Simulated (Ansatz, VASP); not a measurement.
# MoCl6 (MoCl6 (P-31m)): VASP beside Ansatz, part 2 of 2

One calculation is typed for both programs; each brings its own data sets. How far apart do they land? The cell is taken from a series of runs on this material, whose earlier steps may have relaxed, scaled, displaced or heated it; both programs get it as it stands.

VASP 6.6.1 and Ansatz 0.2.0.

So far: The starting structure; Ansatz: relaxation of cell and atoms, r2SCAN.

### Step 3. VASP: relaxation of cell and atoms, r2SCAN

Level of this step: r2SCAN, no spin polarisation; plane waves and PAW (Mo_sv, Cl) (VASP).

The same cell, functional, mesh and smearing now go to VASP, with its own data sets.

Lines of VASP's logs that name or quote its potential files are left out, and so is its time.

INCAR

```
SYSTEM = MoCl6
PREC = Accurate
ENCUT = 550
EDIFF = 1E-07
NELM = 120
ISMEAR = -1
SIGMA = 0.01
LREAL = .FALSE.
ALGO = Normal
METAGGA = R2SCAN
LASPH = .TRUE.
NBANDS = 35
LORBIT = 11
LWAVE = .FALSE.
LCHARG = .FALSE.
ISIF = 3
IBRION = 2
NSW = 80
EDIFFG = -0.005
GGA_COMPAT = .FALSE.
NELMIN = 4
EFERMI = MIDGAP
LMIXTAU = .TRUE.
KPAR = 2
```

POSCAR

```
MoCl6
1.0
    6.1734760000      0.0000000000      0.0000000000
   -3.0867380000      5.3463870000      0.0000000000
    0.0000000000      0.0000000000      5.6659190000
Mo Cl
1 6
Direct
    0.0000000000      0.0000000000      0.5000000882
    0.3036071643      0.3036070902      0.2662879579
    0.0000000741      0.6963929098      0.2662879579
    0.6963929235      0.0000000000      0.2662879579
    0.9999999259      0.3036070902      0.7337120421
    0.3036070765      0.0000000000      0.7337120421
    0.6963928357      0.6963929098      0.7337120421
```

KPOINTS

```
Automatic mesh
0
Gamma
5 5 5
0 0 0
```

PAW data sets: Mo_sv and Cl (PBE family, release 64).

Run with:

```console
$ mpirun -np 2 vasp_std
```

Numbers of over 12 decimals in the logs are rounded to 6 here.

Log:

```text
[banner, memory and clock lines left out]
running    2 mpi-ranks, on    1 nodes
 distrk:  each k-point on    1 cores,    2 groups
 distr:  one band on    1 cores,    1 groups

 POSCAR found type information on POSCAR MoCl
 POSCAR found :  2 types and       7 ions
|                                                                             |
|               ----> ADVICE to this user running VASP <----                  |
|                                                                             |
|     You enforced a specific xc type in the INCAR file but a different       |
|     [... a line on the potential file left out ...]
|     I HOPE YOU KNOW WHAT YOU ARE DOING!                                     |
|                                                                             |

 LDA part: xc-table for (None), standard interpolation
 POSCAR, INCAR and KPOINTS ok, starting setup
 FFT: planning ... GRIDC
 FFT: planning ... GRID_SOFT
 FFT: planning ... GRID
 WAVECAR not read
 entering main loop
       N       E                     dE             d eps       ncg     rms          rms(c)
DAV:   1     0.393329274398E+03    0.39333E+03   -0.29483E+04  1498   0.150E+03
DAV:   2    -0.585639107613E+02   -0.45189E+03   -0.44368E+03  1789   0.312E+02
DAV:   3    -0.902828379695E+02   -0.31719E+02   -0.31559E+02  1489   0.842E+01
DAV:   4    -0.907860812595E+02   -0.50324E+00   -0.50244E+00  1635   0.121E+01
DAV:   5    -0.907948800287E+02   -0.87988E-02   -0.87973E-02  1598   0.163E+00    0.305E+01
DAV:   6    -0.761977998905E+02    0.14597E+02   -0.27748E+01  1330   0.341E+01    0.146E+01
DAV:   7    -0.696289726694E+02    0.65688E+01   -0.87792E+00  1336   0.209E+01    0.643E+00
DAV:   8    -0.684575556044E+02    0.11714E+01   -0.15121E+00  1499   0.812E+00    0.325E+00
DAV:   9    -0.684450664357E+02    0.12489E-01   -0.92423E-01  1369   0.649E+00    0.252E+00
DAV:  10    -0.688269218480E+02   -0.38186E+00   -0.40138E-01  1369   0.458E+00    0.465E-01
DAV:  11    -0.688739778059E+02   -0.47056E-01   -0.41610E-02  1411   0.162E+00    0.429E-01
DAV:  12    -0.688668686729E+02    0.71091E-02   -0.42002E-02  1399   0.132E+00    0.318E-01
DAV:  13    -0.688783534172E+02   -0.11485E-01   -0.12759E-02  1384   0.917E-01    0.112E-01
DAV:  14    -0.688808991320E+02   -0.25457E-02   -0.13313E-03  1414   0.309E-01    0.550E-02
DAV:  15    -0.688809942139E+02   -0.95082E-04   -0.50232E-04  1432   0.160E-01    0.200E-02
DAV:  16    -0.688811450844E+02   -0.15087E-03   -0.12401E-04  1417   0.106E-01    0.153E-02
DAV:  17    -0.688811535654E+02   -0.84810E-05   -0.33047E-06  1644   0.132E-02    0.565E-03
DAV:  18    -0.688811531291E+02    0.43634E-06   -0.72075E-06  1420   0.246E-02    0.381E-03
DAV:  19    -0.688811586666E+02   -0.55376E-05   -0.34196E-06  1408   0.159E-02    0.109E-03
DAV:  20    -0.688811585781E+02    0.88489E-07   -0.15492E-07   880   0.355E-03
   1 F= -.68881159E+02 E0= -.68881159E+02  d E =-.688812E+02
[...]
2 F= -.68881184E+02 E0= -.68881184E+02  d E =-.255297E-04
[...]
3 F= -.68881377E+02 E0= -.68881377E+02  d E =-.218084E-03
[...]
4 F= -.68881378E+02 E0= -.68881378E+02  d E =-.219737E-03
[...]
5 F= -.68881445E+02 E0= -.68881445E+02  d E =-.670321E-04
[...]
6 F= -.68881496E+02 E0= -.68881496E+02  d E =-.117661E-03
[...]
7 F= -.68881561E+02 E0= -.68881561E+02  d E =-.650560E-04
 ZBRENT: can't locate minimum, use default step
 trial-energy change:   -0.000065  1 .order   -0.000067   -0.000073   -0.000060
 step:   4.9434(harm=  7.1451)  dis= 0.00244  next Energy=   -68.881707 (dE=-0.211E-03)
 bond charge predicted
       N       E                     dE             d eps       ncg     rms          rms(c)
DAV:   1    -0.688851352942E+02   -0.35742E-02   -0.17139E-01  1330   0.238E+00    0.479E-01
DAV:   2    -0.688831082053E+02    0.20271E-02   -0.13776E-02  1369   0.855E-01    0.293E-01
DAV:   3    -0.688818877543E+02    0.12205E-02   -0.27958E-03  1363   0.360E-01    0.101E-01
DAV:   4    -0.688816457780E+02    0.24198E-03   -0.81917E-04  1369   0.175E-01    0.704E-02
DAV:   5    -0.688816556367E+02   -0.98587E-05   -0.11723E-04  1540   0.723E-02    0.368E-02
DAV:   6    -0.688816734730E+02   -0.17836E-04   -0.24317E-05  1381   0.393E-02    0.132E-02
DAV:   7    -0.688816756246E+02   -0.21516E-05   -0.95405E-06  1366   0.259E-02    0.603E-03
DAV:   8    -0.688816783138E+02   -0.26892E-05   -0.47430E-06  1351   0.176E-02    0.255E-03
DAV:   9    -0.688816785379E+02   -0.22413E-06   -0.20849E-06  1369   0.127E-02    0.850E-04
DAV:  10    -0.688816793712E+02   -0.83326E-06   -0.82973E-07  1375   0.797E-03    0.230E-04
DAV:  11    -0.688816795271E+02   -0.15589E-06   -0.23455E-08   821   0.133E-03    0.880E-05
DAV:  12    -0.688816794608E+02    0.66280E-07   -0.58513E-09   746   0.658E-04
   8 F= -.68881679E+02 E0= -.68881679E+02  d E =-.183484E-03
 curvature:  -5.20 expect dE=-0.249E-04 dE for cont linesearch -0.174E-04
 trial: gam=-0.19345 g(F)=  0.270E-05 g(S)=  0.209E-05 ort = 0.183E-04 (trialstep = 0.198E+01)
 search vector abs. value=  0.145E-05
 reached required accuracy - stopping structural energy minimisation
```

Parts of OUTCAR (step 3):

```text
ion  position               nearest neighbor table
   1  0.000  0.000  0.500-   6 2.29   7 2.29   5 2.29   4 2.29   2 2.29   3 2.29
   2  0.304  0.304  0.266-   1 2.29
   3  0.000  0.696  0.266-   1 2.29
   4  0.696  0.000  0.266-   1 2.29
   5  1.000  0.304  0.734-   1 2.29
   6  0.304  0.000  0.734-   1 2.29
   7  0.696  0.696  0.734-   1 2.29

  LATTYP: Found a hexagonal cell.
 ALAT       =     6.1734760000
 C/A-ratio  =     0.9177842434

 Subroutine GETGRP returns: Found 12 space group operations
 (whereof 12 operations were pure point group operations)

The static configuration has the point symmetry D_3d.

 Found     19 irreducible k-points:

   k-points           NKPTS =     19   k-points in BZ     NKDIM =     19   number of bands    NBANDS=     35

   dimension x,y,z NGX =    48 NGY =   48 NGZ =   48
   dimension x,y,z NGXF=    96 NGYF=   96 NGZF=   96

   ENCUT  =  550.0 eV  40.42 Ry    6.36 a.u.  11.81 11.81 10.83*2*pi/ulx,y,z

   NELECT =      56.0000    total number of electrons

 k-points in reciprocal lattice and weights: Automatic mesh
   0.00000000  0.00000000  0.00000000       0.008
   0.20000000  0.00000000  0.00000000       0.048
   0.40000000  0.00000000  0.00000000       0.048
   0.20000000  0.20000000  0.00000000       0.048
   0.40000000  0.20000000  0.00000000       0.048
   0.00000000  0.00000000  0.20000000       0.016
   0.20000000  0.00000000  0.20000000       0.096
   0.40000000  0.00000000  0.20000000       0.096
   0.20000000  0.20000000  0.20000000       0.048
[...]
0.40000000  0.20000000  0.40000000       0.048
  -0.20000000 -0.40000000  0.40000000       0.048

 average (electrostatic) potential at core
       1 -88.3774       2 -97.3380       3 -97.3380       4 -97.3380       5 -97.3380
       6 -97.3380       7 -97.3380

 E-fermi :   0.3901

 k-point     1 :       0.0000    0.0000    0.0000
  band No.  band energies     occupation
    ...
     24      -0.5709      2.00000
     25      -0.5709      2.00000
     26      -0.4525      2.00000
     27      -0.4525      2.00000
     28      -0.3370      2.00000
     29       1.0026      0.00000
     30       1.5175      0.00000
     31       1.5175      0.00000
     32       4.3363      0.00000
     33       4.3363      0.00000
    ...

 k-point     2 :       0.2000    0.0000    0.0000
  band No.  band energies     occupation
    ...
     24      -0.7610      2.00000
     25      -0.6163      2.00000
     26      -0.5514      2.00000
     27      -0.4692      2.00000
     28      -0.3187      2.00000
     29       1.0806      0.00000
     30       1.4633      0.00000
     31       1.5898      0.00000
     32       4.3660      0.00000
     33       4.4428      0.00000
    ...

 k-point     3 :       0.4000    0.0000    0.0000
  band No.  band energies     occupation
    ...
     24      -0.8296      2.00000
     25      -0.6400      2.00000
     26      -0.5642      2.00000
     27      -0.4449      2.00000
     28      -0.3006      2.00000
     29       1.1021      0.00000
     30       1.3751      0.00000
     31       1.6929      0.00000
     32       4.3944      0.00000
     33       4.6997      0.00000
    ...

  Total        0.0030575      0.0030575     -0.0168496      0.0000000     -0.0000000     -0.0000000
  in kB        0.0263259      0.0263259     -0.1450808      0.0000000     -0.0000000     -0.0000000
  external PRESSURE =      -0.0308097 kB  Pullay stress =       0.0000000 kB

  energy-cutoff  :      550.00
  volume of cell :      186.08
      direct lattice vectors                 reciprocal lattice vectors
     6.162794750  0.000000000  0.000000000     0.162264044  0.093683190 -0.000000000
    -3.081397375  5.337136766 -0.000000000    -0.000000000  0.187366381  0.000000000
     0.000000000 -0.000000000  5.657235935    -0.000000000  0.000000000  0.176764768

 POSITION                                       TOTAL-FORCE (eV/Angst)
 -----------------------------------------------------------------------------------
      0.00000     -0.00000      2.82862         0.000000     -0.000000     -0.000000
      0.93717      1.62322      1.50160         0.001385      0.002400     -0.001282
     -2.14423      3.71392      1.50160         0.001385     -0.002400     -0.001282
      1.20707      5.33714      1.50160        -0.002771     -0.000000     -0.001282
      5.22563      1.62322      4.15563        -0.001385      0.002400      0.001282
      1.87433     -0.00000      4.15563         0.002771     -0.000000      0.001282
      2.14423      3.71392      4.15563        -0.001385     -0.002400      0.001282
 -----------------------------------------------------------------------------------
    total drift:                                0.000000      0.000000     -0.001031

  FREE ENERGIE OF THE ION-ELECTRON SYSTEM (eV)
  ---------------------------------------------------
  free  energy   TOTEN  =       -68.8816794608 eV

  energy  without entropy=      -68.8816794608  energy(sigma->0) =      -68.88167946

 reached required accuracy - stopping structural energy minimisation

 total charge
# of ion       s       p       d       tot
------------------------------------------
    1        2.332   6.273   3.402  12.008
    2        1.622   3.504   0.000   5.126
    3        1.622   3.504   0.000   5.126
    4        1.622   3.504   0.000   5.126
    5        1.622   3.504   0.000   5.126
    6        1.622   3.504   0.000   5.126
    7        1.622   3.504   0.000   5.126
--------------------------------------------------
tot         12.065  27.295   3.402  42.762

[... 3 further parts left out ...]
```

CONTCAR:

```
MoCl6
   1.00000000000000
     6.1627947499968458    0.0000000000000000    0.0000000000000000
    -3.0813973749984229    5.3371367663901719   -0.0000000000000000
     0.0000000000000000   -0.0000000000000000    5.6572359345106307
  Mo              Cl
     1     6
Direct
     0.0000000000000000    0.0000000000000000    0.5000000881999966
     0.3041363903027871    0.3041363162027921    0.2654304514470305
     0.0000000741000021    0.6958636837972079    0.2654304514470305
     0.6958636974972083    1.0000000000000000    0.2654304514470305
     0.9999999258999979    0.3041363162027921    0.7345695485529695
     0.3041363025027917    0.0000000000000000    0.7345695485529695
     0.6958636096972128    0.6958636837972079    0.7345695485529695
```

This run has no spin polarisation, so a moment on Mo, if there is one, isn't seen. The PAW data sets were made with PBE, which is usual practice but a small mismatch for other functionals. The run keeps the 12 symmetry operations of its start, so it cannot find a distortion of lower symmetry.

### Step 4. Comparison

Known differences besides the potentials themselves: VASP keeps PBE cores, Ansatz makes them for the functional; the cutoff is 500 eV in Ansatz and 550 eV in VASP; Ansatz adds a Pulay correction to the stress that steers its cell, VASP none. Total energies have different zeros and are not compared.

The two programs side by side:

| quantity | Ansatz | VASP | difference |
| --- | --- | --- | --- |
| volume (Å³) | 186.85 | 186.08 | +0.42 % |
| edge a after relaxation, in the typed setting (Å) | 6.173 | 6.163 | +0.16 % |
| edge c after relaxation, in the typed setting (Å) | 5.663 | 5.657 | +0.10 % |

### Step 5. What came out

- difference in volume (relaxation of cell and atoms, r2SCAN): 0.42 %

**Reading.** The difference in volume is 0.42 % (relaxation of cell and atoms, r2SCAN), within the 1.2 % picked in this series as the mark of a large difference, as far as the stopping tolerances let one tell. How closely two codes agree says nothing of how well the functional describes the real material.

[Lines on the potential files, build, host, timing and source positions are cut from VASP's logs without a mark.]

[Logs are printed without paths, hosts, clocks, repeated set-up lines and the standing remarks that a program may print on its own settings, such as how far it seeks lower states.]

[Hosts, paths, dates, database ids (printed as entryN), source tags and the programs' standing remarks are cut or masked in the printed files.]
